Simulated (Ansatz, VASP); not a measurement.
# SrNb in two plane-wave programs, part 2 of 2

One calculation is typed for both programs; each brings its own data sets. How far apart do they land? The cell is generated by rule, not measured, and may not be a known phase. The cell is taken from a series of runs on this material, whose earlier steps may have relaxed, scaled, displaced or heated it; both programs get it as it stands.

VASP 6.6.1 and Ansatz 0.2.0.

So far: Set-up; Ansatz: zone-centre phonons, PBE.

## Step 3: VASP: zone-centre phonons, PBE

Level of this step: PBE; plane waves and PAW (Nb_sv, Sr_sv); invented cell (VASP).

The same cell, functional, mesh and smearing now go to VASP, with its own data sets.

Lines of VASP's logs that name or quote its potential files are left out, and so is its time.

INCAR

```
SYSTEM = SrNb
PREC = Accurate
ENCUT = 500
EDIFF = 1E-08
NELM = 120
ISMEAR = 1
SIGMA = 0.27211
LREAL = .FALSE.
ALGO = Normal
GGA = PE
NBANDS = 17
LASPH = .TRUE.
LORBIT = 11
LWAVE = .FALSE.
LCHARG = .FALSE.
ISIF = 2
IBRION = 8
GGA_COMPAT = .FALSE.
KPAR = 2
```

POSCAR

```
SrNb
1.0
    3.8292590620      0.0000000000      0.0000000000
    0.0000000000      3.8292590620      0.0000000000
    0.0000000000      0.0000000000      3.8292590620
Nb Sr
1 1
Direct
    0.0000000000      0.0000000000      0.0000000000
    0.5000000000      0.5000000000      0.5000000000
```

KPOINTS

```
Automatic mesh
0
Gamma
8 8 8
0 0 0
```

Potentials, in the order of the species: Nb_sv and Sr_sv (PBE family, release 64).

Command:

```sh
$ mpirun -np 2 vasp_std
```

Numbers of over 12 decimals in the logs are rounded to 6 here.

Log:

```text
[banner, memory and clock lines left out]
running    2 mpi-ranks, on    1 nodes
 distrk:  each k-point on    1 cores,    2 groups
 distr:  one band on    1 cores,    1 groups

 POSCAR found type information on POSCAR NbSr
 POSCAR found :  2 types and       2 ions
 LDA part: xc-table for (Slater+PW92), standard interpolation
 POSCAR, INCAR and KPOINTS ok, starting setup
 FFT: planning ... GRIDC
 FFT: planning ... GRID_SOFT
 FFT: planning ... GRID
 WAVECAR not read
 entering main loop
       N       E                     dE             d eps       ncg     rms          rms(c)
DAV:   1     0.178503172733E+03    0.17850E+03   -0.11736E+04  1190   0.123E+03
DAV:   2     0.123879686455E+01   -0.17726E+03   -0.17487E+03  1518   0.400E+02
DAV:   3    -0.960956517260E+01   -0.10848E+02   -0.10700E+02  2243   0.722E+01
DAV:   4    -0.992279178216E+01   -0.31323E+00   -0.31219E+00  1539   0.109E+01
DAV:   5    -0.993219755119E+01   -0.94058E-02   -0.94016E-02  1936   0.172E+00    0.268E+01
DAV:   6    -0.890528806327E+01    0.10269E+01   -0.99092E+00  1642   0.146E+01    0.772E+00
DAV:   7    -0.885106911551E+01    0.54219E-01   -0.10702E+00  1650   0.575E+00    0.704E+00
DAV:   8    -0.884384044032E+01    0.72287E-02   -0.91454E-02  2111   0.233E+00    0.508E-01
DAV:   9    -0.884394664773E+01   -0.10621E-03   -0.22516E-03  1592   0.291E-01    0.228E-01
DAV:  10    -0.884400017098E+01   -0.53523E-04   -0.57251E-04  1632   0.219E-01    0.625E-02
DAV:  11    -0.884399815324E+01    0.20177E-05   -0.38389E-05  1836   0.540E-02    0.146E-02
DAV:  12    -0.884399894998E+01   -0.79674E-06   -0.54230E-06  1577   0.176E-02    0.932E-03
DAV:  13    -0.884399905439E+01   -0.10441E-06   -0.45435E-07  1821   0.444E-03    0.211E-03
DAV:  14    -0.884399904928E+01    0.51023E-08   -0.42921E-08  1535   0.149E-03
   1 F= -.88439990E+01 E0= -.88480520E+01  d E =0.121588E-01
 Linear response reoptimize wavefunctions to high precision
DAV:   1    -0.884399897442E+01    0.74859E-07   -0.22718E-08  1390   0.844E-04
DAV:   2    -0.884399897450E+01   -0.73214E-10   -0.76411E-10   903   0.199E-04
 Linear response DOF=           2
 Linear response progress:
  Degree of freedom:   1/  2
       N       E                     dE             d eps       ncg     rms          rms(c)
RMM:   1    -0.558190193102E+00   -0.55819E+00    0.69258E+00  2987   0.247E+01
RMM:   2    -0.481187900791E+00    0.77002E-01   -0.46927E-01  3906   0.406E+00    0.203E-01
RMM:   3    -0.481588856178E+00   -0.40096E-03   -0.30799E-02  4814   0.101E+00    0.157E-01
RMM:   4    -0.482643310765E+00   -0.10545E-02   -0.11726E-02  5701   0.387E-01    0.932E-02
RMM:   5    -0.483009144970E+00   -0.36583E-03   -0.10678E-03  5589   0.143E-01    0.478E-02
RMM:   6    -0.482904511695E+00    0.10463E-03   -0.46241E-04  5551   0.955E-02    0.149E-02
RMM:   7    -0.482791459393E+00    0.11305E-03   -0.13690E-04  5826   0.433E-02    0.490E-03
RMM:   8    -0.482781420584E+00    0.10039E-04   -0.81469E-05  6173   0.255E-02    0.466E-03
RMM:   9    -0.482786179487E+00   -0.47589E-05   -0.33185E-05  6383   0.153E-02    0.488E-03
RMM:  10    -0.482766014663E+00    0.20165E-04   -0.19790E-05  5883   0.114E-02    0.656E-03
RMM:  11    -0.482840967565E+00   -0.74953E-04   -0.14568E-05  5329   0.149E-02    0.349E-03
RMM:  12    -0.482859944453E+00   -0.18977E-04   -0.47289E-06  5537   0.646E-03    0.478E-03
RMM:  13    -0.482841166189E+00    0.18778E-04   -0.28318E-06  5089   0.506E-03    0.249E-03
RMM:  14    -0.482827129802E+00    0.14036E-04   -0.19418E-06  5527   0.410E-03    0.104E-03
RMM:  15    -0.482818722787E+00    0.84070E-05   -0.15910E-06  5590   0.329E-03    0.177E-04
RMM:  16    -0.482819820245E+00   -0.10975E-05   -0.11968E-06  6082   0.232E-03    0.198E-04
RMM:  17    -0.482819869033E+00   -0.48788E-07   -0.81989E-07  6353   0.179E-03    0.293E-04
RMM:  18    -0.482817754495E+00    0.21145E-05   -0.44657E-07  5607   0.163E-03    0.576E-04
RMM:  19    -0.482818267948E+00   -0.51345E-06   -0.73327E-07  6010   0.134E-03    0.593E-04
RMM:  20    -0.482817929242E+00    0.33871E-06   -0.28622E-07  6067   0.117E-03    0.700E-04
RMM:  21    -0.482817047711E+00    0.88153E-06   -0.12775E-06  5744   0.108E-03    0.813E-04
RMM:  22    -0.482816755850E+00    0.29186E-06   -0.60248E-07  6018   0.980E-04    0.857E-04
RMM:  23    -0.482816863940E+00   -0.10809E-06   -0.13507E-07  6135   0.904E-04    0.874E-04
RMM:  24    -0.482817541422E+00   -0.67748E-06   -0.14148E-06  5675   0.883E-04    0.827E-04
 first order change of Fermi-energy   0.21744E-03
 force on displaced ion       1 direction 1 :  -4.269  -0.000   0.000
 Linear response progress:
  Degree of freedom:   2/  2
       N       E                     dE             d eps       ncg     rms          rms(c)
RMM:   1    -0.287973679006E+00   -0.28797E+00    0.75831E-01  3808   0.370E+00
RMM:   2    -0.288127992100E+00   -0.15431E-03   -0.60473E-02  4588   0.914E-01    0.117E-01
RMM:   3    -0.289289669195E+00   -0.11617E-02   -0.99497E-03  5406   0.370E-01    0.112E-01
RMM:   4    -0.289748669662E+00   -0.45900E-03   -0.25762E-03  5886   0.156E-01    0.696E-02
RMM:   5    -0.289999841541E+00   -0.25117E-03   -0.10591E-03  5529   0.927E-02    0.200E-02
RMM:   6    -0.290090891034E+00   -0.91049E-04   -0.44246E-04  5953   0.537E-02    0.638E-03
RMM:   7    -0.290115512592E+00   -0.24622E-04   -0.23138E-04  5988   0.343E-02    0.363E-03
RMM:   8    -0.290103247169E+00    0.12265E-04   -0.10174E-04  5891   0.226E-02    0.261E-03
RMM:   9    -0.290065122682E+00    0.38124E-04   -0.55512E-05  5848   0.157E-02    0.254E-03
RMM:  10    -0.290031467015E+00    0.33656E-04   -0.25549E-05  5675   0.112E-02    0.910E-04
RMM:  11    -0.290047519541E+00   -0.16053E-04   -0.13759E-05  5577   0.773E-03    0.180E-03
RMM:  12    -0.290041380808E+00    0.61387E-05   -0.64957E-06  6020   0.539E-03    0.147E-03
RMM:  13    -0.290050242980E+00   -0.88622E-05   -0.37557E-06  5636   0.392E-03    0.285E-03
RMM:  14    -0.290032600977E+00    0.17642E-04   -0.22311E-06  5536   0.324E-03    0.113E-03
[...]
RMM:  25    -0.290016237351E+00   -0.31784E-06   -0.37307E-07  5779   0.405E-04    0.113E-04
RMM:  26    -0.290016302311E+00   -0.64960E-07   -0.97547E-08  5655   0.389E-04    0.107E-04
RMM:  27    -0.290017238795E+00   -0.93648E-06   -0.52991E-07  5565   0.402E-04    0.182E-05
RMM:  28    -0.290017508979E+00   -0.27018E-06   -0.14139E-07  5799   0.378E-04    0.839E-06
RMM:  29    -0.290017483826E+00    0.25153E-07   -0.62504E-07  5335   0.370E-04    0.911E-06
RMM:  30    -0.290017469319E+00    0.14507E-07   -0.10356E-07  5126   0.365E-04    0.728E-06
RMM:  31    -0.290017470742E+00   -0.14234E-08   -0.42123E-07  4792   0.363E-04    0.951E-06
RMM:  32    -0.290017470311E+00    0.43086E-09   -0.42499E-08  4747   0.361E-04    0.865E-06
 first order change of Fermi-energy  -0.79482E-03
 force on displaced ion       2 direction 1 :  -4.150  -0.000   0.000
 Linear response finished
```

OUTCAR, selected parts (step 3):

```text
ion  position               nearest neighbor table
   1  0.000  0.000  0.000-   2 3.32   2 3.32   2 3.32   2 3.32   2 3.32   2 3.32   2 3.32   2 3.32

  LATTYP: Found a simple cubic cell.
 ALAT       =     3.8292590620

 Subroutine GETGRP returns: Found 48 space group operations
 (whereof 48 operations were pure point group operations)

The static configuration has the point symmetry O_h .

 Found     35 irreducible k-points:

   k-points           NKPTS =     35   k-points in BZ     NKDIM =     35   number of bands    NBANDS=     17

   dimension x,y,z NGX =    28 NGY =   28 NGZ =   28
   dimension x,y,z NGXF=    56 NGYF=   56 NGZF=   56

   ENCUT  =  500.0 eV  36.75 Ry    6.06 a.u.   6.98  6.98  6.98*2*pi/ulx,y,z

   NELECT =      23.0000    total number of electrons

 k-points in reciprocal lattice and weights: Automatic mesh
   0.00000000  0.00000000  0.00000000       0.002
   0.12500000  0.00000000  0.00000000       0.012
   0.25000000  0.00000000  0.00000000       0.012
   0.37500000  0.00000000  0.00000000       0.012
   0.50000000  0.00000000  0.00000000       0.006
   0.12500000  0.12500000  0.00000000       0.023
   0.25000000  0.12500000  0.00000000       0.047
   0.37500000  0.12500000  0.00000000       0.047
   0.50000000  0.12500000  0.00000000       0.023
[...]
0.50000000  0.50000000  0.37500000       0.012
   0.50000000  0.50000000  0.50000000       0.002

 average (electrostatic) potential at core
       1 -83.7880       2 -35.1906

  Total        0.0320526      0.0320526      0.0320526      0.0000000      0.0000000     -0.0000000
  in kB        0.9145959      0.9145959      0.9145959      0.0000000      0.0000000     -0.0000000
  external PRESSURE =       0.9145959 kB  Pullay stress =       0.0000000 kB

  energy-cutoff  :      500.00
  volume of cell :       56.15
      direct lattice vectors                 reciprocal lattice vectors
     3.829259062  0.000000000  0.000000000     0.261147126  0.000000000  0.000000000
     0.000000000  3.829259062  0.000000000     0.000000000  0.261147126  0.000000000
     0.000000000  0.000000000  3.829259062     0.000000000  0.000000000  0.261147126

 POSITION                                       TOTAL-FORCE (eV/Angst)
 -----------------------------------------------------------------------------------
      0.00000      0.00000      0.00000         0.000000      0.000000      0.000000
      1.91463      1.91463      1.91463         0.000000      0.000000      0.000000
 -----------------------------------------------------------------------------------
    total drift:                               -0.000000      0.000000      0.000000

 Eigenvectors and eigenvalues of the dynamical matrix
 ----------------------------------------------------

   1 f  =    4.775588 THz    30.005904 2PiTHz  159.296468 cm-1    19.750236 meV
             X         Y         Z           dx          dy          dz
      0.000000  0.000000  0.000000     0.000000    0.000000   -0.701717
      1.914630  1.914630  1.914630    -0.000000    0.000000    0.712456

   2 f  =    4.775588 THz    30.005904 2PiTHz  159.296468 cm-1    19.750236 meV
             X         Y         Z           dx          dy          dz
      0.000000  0.000000  0.000000    -0.000000    0.701717    0.000000
      1.914630  1.914630  1.914630    -0.000000   -0.712456    0.000000

   3 f  =    4.775588 THz    30.005904 2PiTHz  159.296468 cm-1    19.750236 meV
             X         Y         Z           dx          dy          dz
      0.000000  0.000000  0.000000     0.701717   -0.000000    0.000000
      1.914630  1.914630  1.914630    -0.712456    0.000000    0.000000

   4 f/i=    0.033713 THz     0.211824 2PiTHz    1.124539 cm-1     0.139425 meV
             X         Y         Z           dx          dy          dz
      0.000000  0.000000  0.000000    -0.000000   -0.712456   -0.000000
      1.914630  1.914630  1.914630    -0.000000   -0.701717    0.000000

   5 f/i=    0.033713 THz     0.211824 2PiTHz    1.124539 cm-1     0.139425 meV
             X         Y         Z           dx          dy          dz
      0.000000  0.000000  0.000000     0.712456   -0.000000    0.000000
      1.914630  1.914630  1.914630     0.701717    0.000000    0.000000

   6 f/i=    0.033713 THz     0.211824 2PiTHz    1.124539 cm-1     0.139425 meV
             X         Y         Z           dx          dy          dz
      0.000000  0.000000  0.000000    -0.000000   -0.000000    0.712456
      1.914630  1.914630  1.914630     0.000000    0.000000    0.701717

 ELASTIC MODULI CONTR FROM IONIC RELAXATION (kBar)
 Direction    XX          YY          ZZ          XY          YZ          ZX
 --------------------------------------------------------------------------------
 XX           0.0000      0.0000      0.0000      0.0000      0.0000      0.0000
 YY           0.0000      0.0000      0.0000      0.0000      0.0000      0.0000
 ZZ           0.0000      0.0000      0.0000      0.0000      0.0000      0.0000
 XY           0.0000      0.0000      0.0000      0.0000      0.0000      0.0000
 YZ           0.0000      0.0000      0.0000      0.0000      0.0000      0.0000
 ZX           0.0000      0.0000      0.0000      0.0000      0.0000      0.0000
 --------------------------------------------------------------------------------
```

## Step 4: Side by side

Known differences besides the potentials themselves: VASP's run holds the zone centre alone; the cutoff is 1115.67 eV in Ansatz and 500 eV in VASP. Total energies have different zeros and are not compared.

Compared:

```
                  quantity  Ansatz   VASP  difference
optical mode 1 to 3 (cm⁻¹)   157.3  159.3     -1.26 %
```

Modes are paired by rising frequency, not by their patterns, so a pair may set unlike modes beside each other; they are those without the splitting of longitudinal modes.

## Step 5: Results

```yaml
r_m_s_difference_of_the_optical_zone_centre_modes_each_program_s_sorted_by_frequency_zone_centre_phonons_pbe: 2.0 cm⁻¹
difference_in_optical_mode_1_to_3_zone_centre_phonons_pbe: -1.3 %
```

The r.m.s. difference of the optical zone-centre modes, each program's sorted by frequency is 2.0 cm⁻¹ (zone-centre phonons, PBE). Among the rows given in per cent, the largest difference of the zone-centre phonons, PBE pair is in optical mode 1 to 3, -1.3 %. Such differences can come from data sets, numerical settings and the points named under the comparisons, not from the functional's error against experiment.

[Lines on the potential files, build, host, timing and source positions are cut from VASP's logs without a mark.]

[Logs are printed without paths, hosts, clocks, repeated set-up lines and the standing remarks that a program may print on its own settings, such as how far it seeks lower states.]

[Hosts, paths, dates, database ids (printed as entryN), source tags and the programs' standing remarks are cut or masked in the printed files.]
